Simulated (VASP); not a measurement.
Method: RPBE GGA, VASP's PBE PAW potentials (set 64) (plane waves; VASP).

VASP input:

**INCAR**
```
SYSTEM = Y
PREC = Accurate
ENCUT = 520
EDIFF = 1E-7
NELM = 100
ALGO = Normal
LREAL = .FALSE.
LASPH = .TRUE.
ISMEAR = 1
SIGMA = 0.1
GGA = RP
LMAXMIX = 4
LWAVE = .FALSE.
LCHARG = .FALSE.
ISIF = 4
IBRION = 2
NSW = 30
EDIFFG = -0.01
```

### POSCAR
```
Y
1
    1.8308472959    -3.1711208219     0.0000000000
    1.8308472959     3.1711208219     0.0000000000
    0.0000000000     0.0000000000     5.6649531079
Y
2
Direct
  0.3333330000   0.6666670000   0.2500000000
  0.6666670000   0.3333330000   0.7500000000
```

KPOINTS:
```
Automatic mesh
0
Gamma
11 11 7
0 0 0
```

POTCAR, in this order: Y_sv (PBE.64 set). Program: vasp_std.

Output of the run:

### OSZICAR
```
       N       E                     dE             d eps       ncg     rms          rms(c)
DAV:   1     0.894211996973E+02    0.89421E+02   -0.11659E+04  1920   0.139E+03
DAV:   2    -0.489742200678E+01   -0.94319E+02   -0.93451E+02  2389   0.292E+02
DAV:   3    -0.124239282867E+02   -0.75265E+01   -0.74255E+01  3696   0.481E+01
DAV:   4    -0.125585111819E+02   -0.13458E+00   -0.13456E+00  2137   0.742E+00
DAV:   5    -0.125620302025E+02   -0.35190E-02   -0.35190E-02  2818   0.911E-01    0.327E+01
DAV:   6    -0.122611450047E+02    0.30089E+00   -0.43032E-01  1920   0.484E+00    0.204E+01
DAV:   7    -0.122196227346E+02    0.41522E-01   -0.86187E-01  2360   0.643E+00    0.188E+00
DAV:   8    -0.122105324826E+02    0.90903E-02   -0.18664E-01  2312   0.277E+00    0.144E+00
DAV:   9    -0.122091697362E+02    0.13627E-02   -0.36382E-03  2759   0.437E-01    0.307E-01
DAV:  10    -0.122093350509E+02   -0.16531E-03   -0.27591E-03  2011   0.540E-01    0.478E-01
DAV:  11    -0.122091688458E+02    0.16621E-03   -0.32126E-04  2204   0.183E-01    0.561E-02
DAV:  12    -0.122091608855E+02    0.79603E-05   -0.37011E-05  2418   0.593E-02    0.218E-02
DAV:  13    -0.122091634760E+02   -0.25905E-05   -0.60005E-06  2221   0.252E-02    0.247E-03
DAV:  14    -0.122091635664E+02   -0.90413E-07   -0.16621E-07  2146   0.237E-03
   1 F= -.12209164E+02 E0= -.12208415E+02  d E =-.122092E+02
       N       E                     dE             d eps       ncg     rms          rms(c)
DAV:   1    -0.122100230614E+02   -0.85959E-03   -0.42126E-02  1920   0.166E+00    0.148E-01
DAV:   2    -0.122095639095E+02    0.45915E-03   -0.11883E-03  2088   0.248E-01    0.810E-02
DAV:   3    -0.122093593242E+02    0.20459E-03   -0.56694E-04  2466   0.182E-01    0.488E-02
DAV:   4    -0.122093628728E+02   -0.35486E-05   -0.18481E-05  2368   0.322E-02    0.192E-02
DAV:   5    -0.122093603478E+02    0.25251E-05   -0.72145E-06  2501   0.217E-02    0.325E-03
DAV:   6    -0.122093604261E+02   -0.78369E-07   -0.24031E-07  2072   0.362E-03
   2 F= -.12209360E+02 E0= -.12208641E+02  d E =-.196860E-03
       N       E                     dE             d eps       ncg     rms          rms(c)
DAV:   1    -0.122096879261E+02   -0.32758E-03   -0.18179E-02  1920   0.109E+00    0.971E-02
DAV:   2    -0.122094900505E+02    0.19788E-03   -0.51271E-04  2074   0.163E-01    0.533E-02
DAV:   3    -0.122094013974E+02    0.88653E-04   -0.24539E-04  2452   0.120E-01    0.323E-02
DAV:   4    -0.122094029620E+02   -0.15646E-05   -0.80422E-06  2284   0.212E-02    0.127E-02
DAV:   5    -0.122094017262E+02    0.12357E-05   -0.31725E-06  2522   0.143E-02    0.216E-03
DAV:   6    -0.122094017762E+02   -0.50024E-07   -0.96893E-08  1422   0.239E-03
   3 F= -.12209402E+02 E0= -.12208705E+02  d E =-.238210E-03
```

**OUTCAR**
```
------------------------ aborting loop because EDIFF is reached ----------------------------------------
  FORCE on cell =-STRESS in cart. coord.  units (eV):
  Direction    XX          YY          ZZ          XY          YZ          ZX
  --------------------------------------------------------------------------------------
  Total        0.5866063      0.5866064      0.5904430     -0.0000000     -0.0000000      0.0000000
  in kB       14.2878241     14.2878267     14.3812719     -0.0000000     -0.0000000      0.0000000
  external PRESSURE =      14.3189742 kB  Pullay stress =       0.0000000 kB
  volume of cell :       65.78
      direct lattice vectors                 reciprocal lattice vectors
     1.827645578 -3.165575297 -0.000000000     0.273576018 -0.157949173  0.000000000
     1.827645578  3.165575297  0.000000000     0.273576018  0.157949173  0.000000000
    -0.000000000 -0.000000000  5.684818497     0.000000000 -0.000000000  0.175907111
 POSITION                                       TOTAL-FORCE (eV/Angst)
 -----------------------------------------------------------------------------------
      1.82765      1.05519      1.42120        -0.000000      0.000000      0.000000
      1.82765     -1.05519      4.26361         0.000000     -0.000000     -0.000000
 -----------------------------------------------------------------------------------
    total drift:                               -0.000066      0.000518     -0.000009
  FREE ENERGIE OF THE ION-ELECTRON SYSTEM (eV)
  ---------------------------------------------------
  free  energy   TOTEN  =       -12.2094017762 eV

  energy  without entropy=      -12.2073099990  energy(sigma->0) =      -12.20870452

 reached required accuracy - stopping structural energy minimisation
```
(Selected blocks of OUTCAR.)

**CONTCAR**
```
Y
   1.00000000000000
     1.8276455784825800   -3.1655752965111810   -0.0000000000000000
     1.8276455784825800    3.1655752965111810    0.0000000000000000
    -0.0000000000000000   -0.0000000000000000    5.6848184974796698
  Y
     2
Direct
     0.3333330000000032    0.6666669999999968    0.2500000000000000
     0.6666669999999968    0.3333330000000032    0.7500000000000000
```

The compound is Y in the hcp structure. This cell is one point of a volume scan, at 0.97 of the reference volume. Symmetry was kept, so distortions that lower it aren't found.
